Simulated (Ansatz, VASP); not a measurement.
Two plane-wave programs on BeAl2

```xyz
6
Lattice="0.0000 3.6359 3.6359 3.6359 0.0000 3.6359 3.6359 3.6359 0.0000" Properties=species:S:1:pos:R:3 pbc="T T T"
Be    0.0000    0.0000    0.0000
Be    1.8179    1.8179    1.8179
Al    4.5448    4.5448    4.5448
Al    4.5448    2.7269    2.7269
Al    2.7269    2.7269    4.5448
Al    2.7269    4.5448    2.7269
```

Alike in both runs: functional PBE; k mesh 4 × 4 × 4; occupations gaussian, width 0.1 eV; no spin polarisation.

Ansatz relaxed the structure, and its values are those at the end. VASP's run is a single point on that final structure, the one shown.

|  | VASP | Ansatz |
| --- | --- | --- |
| version | VASP 6.6.1 | Ansatz 0.2.0 |
| potentials or method | VASP PAW PBE potentials, release 64 (Be, Al) | scalar-relativistic, plane waves, PAW |
| plane-wave cutoff (eV) | 520 | 420 |
| valence electrons in the cell | 16 | 16 |

```tsv
	VASP	Ansatz	Ansatz less VASP
gap on the k mesh at the Fermi level (eV)	none	none	-
pressure (GPa)	0.0	0.0	+0.02
```

A gap of «none» marks a metal or a gap that the smearing closes.

Caveats: the k mesh is coarse (spacing up to 0.37 Å⁻¹), so the values aren't converged.
